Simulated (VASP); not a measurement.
OSZICAR of a VASP run on Ge (space group Fd-3m):

**OSZICAR**
```
       N       E                     dE             d eps       ncg     rms          rms(c)
DAV:   1     0.139528758050E+03    0.13953E+03   -0.11991E+04  1092   0.311E+03
DAV:   2     0.707683984568E+01   -0.13245E+03   -0.13008E+03  1054   0.417E+02
DAV:   3    -0.867898384609E+01   -0.15756E+02   -0.15657E+02  1184   0.124E+02
DAV:   4    -0.906894730378E+01   -0.38996E+00   -0.38870E+00  1160   0.224E+01
DAV:   5    -0.907450334057E+01   -0.55560E-02   -0.55544E-02  1158   0.261E+00    0.325E+00
DAV:   6    -0.901650600381E+01    0.57997E-01   -0.22143E-02  1134   0.155E+00    0.194E+00
DAV:   7    -0.898328448669E+01    0.33222E-01   -0.59168E-02  1094   0.224E+00    0.156E-01
DAV:   8    -0.898502697011E+01   -0.17425E-02   -0.66246E-03  1162   0.114E+00    0.561E-02
DAV:   9    -0.898507080621E+01   -0.43836E-04   -0.25586E-04  1310   0.285E-01    0.182E-02
DAV:  10    -0.898509359536E+01   -0.22789E-04   -0.64526E-05  1136   0.101E-01    0.609E-03
DAV:  11    -0.898509552847E+01   -0.19331E-05   -0.60991E-06  1286   0.445E-02    0.124E-03
DAV:  12    -0.898509568022E+01   -0.15175E-06   -0.26451E-07   604   0.825E-03
   1 F= -.89850957E+01 E0= -.89833645E+01  d E =-.898510E+01
       N       E                     dE             d eps       ncg     rms          rms(c)
DAV:   1    -0.996513380900E+01   -0.98004E+00   -0.14877E+01  1376   0.798E+01    0.571E+00
DAV:   2    -0.924242436406E+01    0.72271E+00   -0.94025E-01  1342   0.172E+01    0.291E+00
DAV:   3    -0.900439393344E+01    0.23803E+00   -0.45150E-01  1354   0.111E+01    0.606E-01
DAV:   4    -0.898863140789E+01    0.15763E-01   -0.44107E-02  1256   0.407E+00    0.185E-01
DAV:   5    -0.898846683914E+01    0.16457E-03   -0.22556E-03  1298   0.744E-01    0.116E-01
DAV:   6    -0.898845285315E+01    0.13986E-04   -0.23826E-04  1306   0.287E-01    0.404E-03
DAV:   7    -0.898845452958E+01   -0.16764E-05   -0.15629E-05  1312   0.634E-02    0.393E-03
DAV:   8    -0.898845494006E+01   -0.41048E-06   -0.50988E-06  1250   0.416E-02
   2 F= -.89884549E+01 E0= -.89858347E+01  d E =-.335926E-02
       N       E                     dE             d eps       ncg     rms          rms(c)
DAV:   1    -0.920061790464E+01   -0.21216E+00   -0.27950E+00  1376   0.310E+01    0.268E+00
DAV:   2    -0.904871490192E+01    0.15190E+00   -0.21639E-01  1332   0.891E+00    0.132E+00
DAV:   3    -0.900098220394E+01    0.47733E-01   -0.75980E-02  1356   0.470E+00    0.332E-01
DAV:   4    -0.899766773886E+01    0.33145E-02   -0.87447E-03  1334   0.181E+00    0.700E-02
DAV:   5    -0.899754574075E+01    0.12200E-03   -0.54649E-04  1144   0.411E-01    0.430E-02
DAV:   6    -0.899755227814E+01   -0.65374E-05   -0.26898E-05  1326   0.909E-02    0.134E-03
DAV:   7    -0.899755298846E+01   -0.71032E-06   -0.14701E-06   746   0.196E-02
   3 F= -.89975530E+01 E0= -.89953674E+01  d E =-.124573E-01
       N       E                     dE             d eps       ncg     rms          rms(c)
DAV:   1    -0.900067633838E+01   -0.31241E-02   -0.45283E-02  1378   0.409E+00    0.335E-01
DAV:   2    -0.899825899023E+01    0.24173E-02   -0.33280E-03  1340   0.109E+00    0.167E-01
DAV:   3    -0.899749109050E+01    0.76790E-03   -0.12824E-03  1356   0.611E-01    0.402E-02
DAV:   4    -0.899744487008E+01    0.46220E-04   -0.15445E-04  1318   0.244E-01    0.793E-03
DAV:   5    -0.899744224180E+01    0.26283E-05   -0.12534E-05  1106   0.645E-02    0.590E-03
DAV:   6    -0.899744286682E+01   -0.62502E-06   -0.67859E-07   580   0.163E-02
   4 F= -.89974429E+01 E0= -.89953047E+01  d E =-.123472E-01
       N       E                     dE             d eps       ncg     rms          rms(c)
DAV:   1    -0.899818891072E+01   -0.74667E-03   -0.93428E-03  1378   0.187E+00    0.151E-01
DAV:   2    -0.899769943106E+01    0.48948E-03   -0.67372E-04  1340   0.488E-01    0.756E-02
DAV:   3    -0.899754097212E+01    0.15846E-03   -0.26454E-04  1356   0.277E-01    0.180E-02
DAV:   4    -0.899752742408E+01    0.13548E-04   -0.31894E-05  1314   0.111E-01    0.352E-03
DAV:   5    -0.899752730155E+01    0.12252E-06   -0.25089E-06   666   0.299E-02
   5 F= -.89975273E+01 E0= -.89953676E+01  d E =-.124316E-01
```

Question: Which electronic solver shows in the log?

Answer: It is blocked Davidson (ALGO = Normal, or the opening steps of other solvers). The INCAR had ALGO = Normal.

Question: Can the final energy be trusted as converged?

Answer: The calculation finished and met its thresholds. It stopped with EDIFF = 1E-6, NELM = 100, NSW = 50 and EDIFFG = -0.01 after 5 ionic steps (PBE GGA, plane waves, VASP's PBE PAW potentials (set 64)). At this cut-off the stress carries a Pulay error, which pulls relaxed volumes low. Energy and stress use the plane-wave basis of the starting cell.

The structure comes from a computed database's Ge entry; how it stands against other phases isn't given here. This run relaxes it. Symmetry was kept, so distortions that lower it aren't found. The run is one of a series of settings (EDIFFG = -0.01, IBRION = 2, ISIF = 3, NSW = 50 against the base run), some of them coarse on purpose.
